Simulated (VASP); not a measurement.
VASP ran on this input.

### INCAR
```
# general
SYSTEM  = WSi2
PREC    = Accurate
ENCUT   = 400   # plane-wave cut-off (eV)
LREAL   = .FALSE.   # projection in real space or not
LASPH   = .TRUE.

# electronic loop
EDIFF   = 1E-6   # SCF stop (eV)
NELM    = 100
ALGO    = Normal   # blocked Davidson
LMAXMIX = 6

# smearing
ISMEAR  = 1   # Methfessel-Paxton
SIGMA   = 0.1   # width (eV)

# functional
GGA     = PE   # PBE

# ions
ISIF    = 2   # forces and stress, cell fixed

# output
LWAVE   = .FALSE.
LCHARG  = .FALSE.
```

### KPOINTS
```
Automatic mesh
0
Monkhorst-Pack
6 6 6
0 0 0
```

### POSCAR
```
WSi2
1
   -1.5995660000     1.6183030000     3.9922270000
    1.5995660000    -1.6183030000     3.9922270000
    1.5995660000     1.6183030000    -3.9922270000
Si W
2 1
Direct
  0.6650000000   0.6650000000   0.0000000000
  0.3350000000   0.3350000000   0.0000000000
 -0.0000000000   0.0304320000   0.0304320000
```

POTCAR, in this order: Si W_sv (PBE.64 set). Program: vasp_std.

Problem. Translate this PBE calculation to Quantum ESPRESSO's pw.x.

Solution. One equivalent input (not run):
```
&CONTROL
  calculation = 'scf'
  pseudo_dir = './pseudo'
  outdir = './out'
  tprnfor = .true.
  tstress = .true.
/
&SYSTEM
  ibrav = 0
  nat = 3
  ntyp = 2
  ecutwfc = 74
  occupations = 'smearing'
  smearing = 'methfessel-paxton'
  degauss = 0.00735
  input_dft = 'pbe'
/
&ELECTRONS
  conv_thr = 7.3e-08
  electron_maxstep = 100
/
ATOMIC_SPECIES
  Si 28.085 Si.upf
  W 183.840 W.upf
CELL_PARAMETERS angstrom
    -1.5995660    1.6183030    3.9922270
     1.5995660   -1.6183030    3.9922270
     1.5995660    1.6183030   -3.9922270
ATOMIC_POSITIONS crystal
  Si   0.6650000  0.6650000  0.0000000
  Si   0.3350000  0.3350000  0.0000000
  W   -0.0000000  0.0304320  0.0304320
K_POINTS automatic
  6 6 6 1 1 1
```
The two are equivalent in intent, not identical: the potentials are each code's own (VASP's PAW set, PseudoDojo norm-conserving files in pw.x), so ENCUT and ecutwfc are chosen apart and not converted; conv_thr bounds pw.x's estimated SCF error, while EDIFF bounds the energy change between steps; an even Monkhorst-Pack mesh in KPOINTS is the half-step-shifted mesh of pw.x.

The compound is WSi2 in the MoSi2 type structure. The cell was not relaxed at this level. The k-mesh is coarse (spacing up to 0.46 per Å, 2π included), so the numbers may not be converged in it. The run is one of a series of settings (KPOINTS 6×6×6 Monkhorst-Pack mesh against the base run), some of them coarse on purpose.
